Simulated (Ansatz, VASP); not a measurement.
# Cross-check of WC (Qusongite) between VASP and Ansatz, part 2 of 2

Aim: how closely do two programs agree when they are given the same cell, functional and k mesh? The cell is taken from a series of runs on this material, whose earlier steps may have relaxed, scaled, displaced or heated it; both programs get it as it stands.

VASP 6.6.1 and Ansatz 0.2.0.

So far: Starting point; VASP: zone-centre phonons, LDA.

### 3. Ansatz: zone-centre phonons, LDA

Level of this step: Ansatz beside VASP: Kohn-Sham DFT, plane waves, LDA (Ansatz).

Ansatz runs on its PAW soft_1 files.

The same cell, functional (in two slightly different forms), mesh and smearing now go to Ansatz, which takes its cutoff from its data sets.

Input file input.yaml:

```yaml
crystal:
  lattice:
    - [2.9047515685, 0.0, 0.0]
    - [-1.4523757843, 2.51558865, 0.0]
    - [0.0, 0.0, 2.828103837]
  atoms:
    - { symbol: C, position: [0.6666666667, 0.3333333333, 0.5] }
    - { symbol: W, position: [0.0, 0.0, 0.0] }
kpoints:
  mp_grid: { grid: [18, 18, 16] }
hamiltonian:
  xc: lda
  pseudopotentials: { kind: paw, azcp: { folder: soft_1 }, xc_functional: pbe }
scf:
  occupations: { method: methfessel_paxton, width: 0.2 }
output:
  eigenvalues: true
phonons:
  method: dfpt
```

On the command line:

```bash
> ansatz run input.yaml --threads 4 --pin off --max-ram 10240MiB --backend cpu --events-out ev --progress --plain --runs-dir out
```

Numbers of over 12 decimals in the logs are rounded to 6 here.

What it wrote:

```text
zone centre: on kpoints.mp_grid the ground state, and the responses unless they are solved on pairs of k-points, stand on 819 of the mesh's 5184 k-points, reduced under 4 symmetry operations, with k and −k counted as one. Each operation leaves every solved displacement unchanged or reverses it
Engine: ansatz 0.2.0, x86_64-unknown-linux-gnu
Pseudopotentials: kind: paw
Pseudopotential: C, paw, valence charge 4, recommended cutoff 420 eV (normal), soft_1/C.paw.azcp
Pseudopotential: W, paw, valence charge 14, recommended cutoff 420 eV (normal), soft_1/W.paw.azcp
Functional definition: SPW92
  exchange = slater_x
  correlation = pw_c
Crystal: 2 atoms, lattice volume = 20.665 Å³
Basis set: ecut = 420 eV, 405 PW (Γ), exchange–correlation on 40×40×40 points (8 copies of the dense FFT grid, shifted against one another)
Bands: 13, of which v1, the nominal top of the filled ones, is band 9 counted from 1 (8 counted from 0)
Symmetry: 12 space group operations
k-points: 819 of 5184 (irreducible under 4 space group operations, time reversal used)
Non-local potential: C, projectors of the file, l = 0: 2, l = 1: 2, l = 2: 1
Non-local potential: W, projectors of the file, l = 0: 3, l = 1: 2, l = 2: 2, l = 3: 1
PAW form: soft (Blöchl's): semilocal exchange-correlation on the pseudo side does not see the compensation charge
PAW frozen core: C, regenerated for the run's functional, and the local potential with it (the file was generated under x = pbe(κ = 0.804, μ = 0.219515), c = pbe(β = 0.066725))
PAW frozen core: W, regenerated for the run's functional, and the local potential with it (the file was generated under x = pbe(κ = 0.804, μ = 0.219515), c = pbe(β = 0.066725))
PAW one-centre angular grid: C, 110 points (default); XC on 64 Gauss nodes
PAW one-centre angular grid: W, 590 points (default); XC on 64 Gauss nodes
Initial density: superposition of atomic densities (chi_scale 0.1, normalization cell, long waves kept (reshape's long-wave potential 0.00 eV rms))
Initial wavefunctions: pseudopotential atomic-orbital guess
Functional: x = slater, c = lda
SCF iter   1: F=—  HF=-10375.407450 eV  |F-HF|=—  |Δ(HF+E_count)|=         —  Δρ=1.32e-1  dr2=4.86e0  ethr=3.10e-3  ⟨swp⟩=5.0  Hψ=53352  notcnv=0
preconditioner: auto → none  [metal: Δε(μ)=0.073 eV  Ē_g=10.752 eV  σ=0.200 eV  W_gap=0.30  n_scr=8 (ndim 8)  ℏωp=25.8 eV  f_vac=0.000  D(μ)=0.19/eV (n_scr^D=0)  sad-step TF]
SCF iter   2: F=—  HF=-10374.799382 eV  |F-HF|=—  |Δ(HF+E_count)|=   6.08e-1  S|Δr|=    0.00e0  Δρ=9.28e-2  dr2=2.46e0  ethr=3.10e-3  ⟨swp⟩=2.0  Hψ=20312  notcnv=0
SCF iter   3: F=—  HF=-10374.170137 eV  |F-HF|=—  |Δ(HF+E_count)|=   6.29e-1  S|Δr|=    0.00e0  Δρ=7.35e-3  dr2=1.02e-2  ethr=3.10e-3  ⟨swp⟩=2.2  Hψ=18252  notcnv=0
SCF iter   4: F=—  HF=-10374.169568 eV  |F-HF|=—  |Δ(HF+E_count)|=   5.70e-4  S|Δr|=    0.00e0  Δρ=1.09e-3  dr2=1.03e-4  ethr=5.67e-5  ⟨swp⟩=1.1  Hψ=17079  notcnv=0
SCF iter   5: F=—  HF=-10374.169636 eV  |F-HF|=—  |Δ(HF+E_count)|=   6.87e-5  S|Δr|=    0.00e0  Δρ=1.54e-4  dr2=2.46e-6  ethr=5.71e-7  ⟨swp⟩=2.2  Hψ=16470  notcnv=0
SCF iter   6: F=—  HF=-10374.169636 eV  |F-HF|=—  |Δ(HF+E_count)|=   4.29e-8  S|Δr|=    0.00e0  Δρ=2.20e-5  dr2=6.06e-8  ethr=1.37e-8  ⟨swp⟩=2.5  Hψ=17188  notcnv=0
SCF iter   7: F=—  HF=-10374.169636 eV  |F-HF|=—  |Δ(HF+E_count)|=   5.81e-7  S|Δr|=    0.00e0  Δρ=4.01e-6  dr2=2.20e-9  ethr=3.37e-10  ⟨swp⟩=2.1  Hψ=15051  notcnv=0
SCF iter   8: F=—  HF=-10374.169636 eV  |F-HF|=—  |Δ(HF+E_count)|=  6.68e-10  S|Δr|=    0.00e0  Δρ=5.26e-7  dr2=2.07e-11  ethr=1.22e-11  ⟨swp⟩=2.5  Hψ=15973  notcnv=0
SCF iter   9: F=-10374.169636 eV  HF=-10374.169636 eV  |F-HF|=5.46e-12  |Δ(HF+E_count)|=  9.09e-12  S|Δr|=    0.00e0  Δρ=5.61e-8  dr2=1.85e-13  ethr=1.00e-12  ⟨swp⟩=5.0  Hψ=40192  notcnv=0
SCF 1 converged in 9 iterations: F = -10374.169636 eV  dr2 = 1.85e-13
  greatest PAW one-centre occupation: 0.999 electrons in one spin orbital (limit 2), on the W atom at site 1 (counted from 0), in its partial waves of l = 0
DFPT response loops at Γ: preconditioner auto → Kerker (q_TF=auto, 2.666 Å⁻¹) (partly filled bands, converged f_vac=0.000); β = 1.00, the filter's whole step (`scf.mixing.beta` (0.50) is not read by the response loops under this deck's `scf.mixing.preconditioner`; to damp them name `kerker` or `kerker_dos`, under which they read `scf.mixing.beta`, and type it under 1.00, their step now; both keys bind the ground state too); Broyden in place of MSR1
SCF converged after 9 iterations
Stability not checked: this state was not tested for a lower state beside it, because cold or Methfessel-Paxton smearing, or corrected tetrahedra, fill the levels in a way that the test cannot read (fill_not_monotonic; see scf.lower_state_search)
Free energy (F): -10374.169636 eV
Harris-Foulkes:  -10374.169636 eV  (|F-HF|=5.46e-12)
Internal energy: -10374.169379 eV  (E = F + TS)
E sigma→0 (E₀):  -10374.169572 eV
Entropy (-TS):   -0.000257 eV (-0.128 meV/atom)
Fermi energy:    20.205585 eV
--- Per-component energies (eV) ---
  E_band       = -64.659930
  E_kinetic    = 510.132574
  E_local      = -606.415224  (includes V_loc(G=0)·N_el)
  E_nonlocal   = 3.907109
  E_hartree    = 247.035593
  E_xc         = -313.884017
  E_vxc        = -290.960096  (∫ρ·V_xc dr)
  E_paw        = -8416.585075  (= ΣΔE_a)
  E_vpaw       = -175.395636  (= ΣTr[D̂ρ^β])
  E_aug_tail   = 0.000163  (compensation charges beyond the density's cutoff)
  E_ewald      = -1798.706585
  E_core_change = 0.346082  (= ΣΔE_core)
  E_smearing   = -0.000257  (= −TS)
  E_closure    = 0.000000  (closes the sum)
  Σ components = -10374.169636   (vs F -10374.169636, Δ=0.00e0)
--- Band table (eV; the first three rows and the last of 819) ---
  k-point 0: bands = [... 5 lower, 15.8688, 16.8300, 16.8300, 20.3377, 23.4117, 23.4117, 25.8271, 25.8271]
  k-point 1: bands = [... 5 lower, 15.8299, 16.8739, 16.8739, 20.3171, 23.0608, 23.0608, 26.0431, 26.0431]
  k-point 2: bands = [... 5 lower, 15.6626, 17.0023, 17.0023, 20.3446, 22.3213, 22.3213, 26.3522, 26.3522]
  k-point 818: bands = [... 5 lower, 13.8265, 14.4578, 18.2480, 18.9566, 25.2583, 25.6363, 26.2732, 29.7548]
--- Phonons (Γ-DFPT): 4 representative perturbations + reference, on 819 of 5184 k-points (Σ response iterations 12) ---
  k mesh reduced under 4 symmetry operations, with k and −k counted as one. Each operation leaves every solved displacement unchanged or reverses it
  ASR residual: 3.911e-5 → 0.000e0 eV/Å²; symmetrization residual: 1.013e-6 eV/Å²
  ASR residual per site (eV/Å²): 8.18e-6 3.91e-5
  Γ frequencies (cm⁻¹): 0.00 0.00 0.00 574.96 606.63 606.63
  non-analytic LO–TO correction: not included (Born effective charges unavailable; polar crystals: no LO–TO splitting at Γ)
```

The column dr2 measures how far the density is from self-consistency, as an energy; F and HF (Harris–Foulkes) agree once it is small.

### 4. Side by side

Known differences besides the potentials themselves: the two LDA forms differ slightly; the data sets hold 18 valence electrons in Ansatz (on its PAW soft_1 files) and 10 in VASP; the cutoff is 420 eV in Ansatz and 600 eV in VASP; VASP's log shows a relativistic correction to its local exchange, Ansatz's none. Total energies have different zeros and are not compared.

Both answers:

| quantity | Ansatz | VASP | difference |
| --- | --- | --- | --- |
| optical mode 1 (cm⁻¹) | 575.0 | 580.7 | -1.00 % |
| optical mode 2 to 3 (cm⁻¹) | 606.6 | 613.5 | -1.13 % |

Modes are paired by rising frequency, not by their patterns, so a pair may set unlike modes beside each other; they are those without the splitting of longitudinal modes.

### 5. Summary of results

* r.m.s. difference of the optical zone-centre modes, each program's sorted by frequency (zone-centre phonons, LDA): 6.6 cm⁻¹
* difference in optical mode 2 to 3 (zone-centre phonons, LDA): -1.1 %

**Reading.** The r.m.s. difference of the optical zone-centre modes, each program's sorted by frequency is 6.6 cm⁻¹ (zone-centre phonons, LDA). The data sets hold unlike numbers of valence electrons (18 in Ansatz and 10 in VASP), so part of the differences comes from the potentials. Among the rows given in per cent, the largest difference of the zone-centre phonons, LDA pair is in optical mode 2 to 3, -1.1 %. How closely two codes agree says nothing of how well the functional describes the real material.

[Lines on the potential files, build, host, timing and source positions are cut from VASP's logs without a mark.]

[Logs are printed without paths, hosts, clocks, repeated set-up lines and the standing remarks that a program may print on its own settings, such as how far it seeks lower states.]

[Hosts, paths, dates, database ids (printed as entryN), source tags and the programs' standing remarks are cut or masked in the printed files.]
